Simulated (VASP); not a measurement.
CrB (relaxed from the zinc blende structure, space group F-43m): computed properties

The numbers are results of PBEsol GGA, VASP's PBE PAW potentials (set 64) (plane waves; VASP), not measurements.

For CrB, the space group comes out as F-43m (216) and the cell comes out as a = b = c = 4.525 Å, α = β = γ = 90.00°. The volume per atom is 11.58 Å³/atom, the band gap (over mesh and band path) comes out as none (metal, semimetal or under 0.01 eV) and the cell moment is -0.93 μB. The density is 4.50 g/cm³.

```xyz
2
Lattice="0.0000 2.2623 2.2623 2.2623 0.0000 2.2623 2.2623 2.2623 0.0000" Properties=species:S:1:pos:R:3 pbc="T T T"
Cr     0.0000     0.0000     0.0000
B      1.1312     1.1312     1.1312
```
Starting moments (μB, in the order of the record's atoms Cr B): -0.8 0.0.

The structure was generated: CrB was put into the zinc blende type (F-43m), which need not be its known phase. It was relaxed first, which changed the volume by -32 %. Symmetry was kept, so distortions that lower it aren't found.
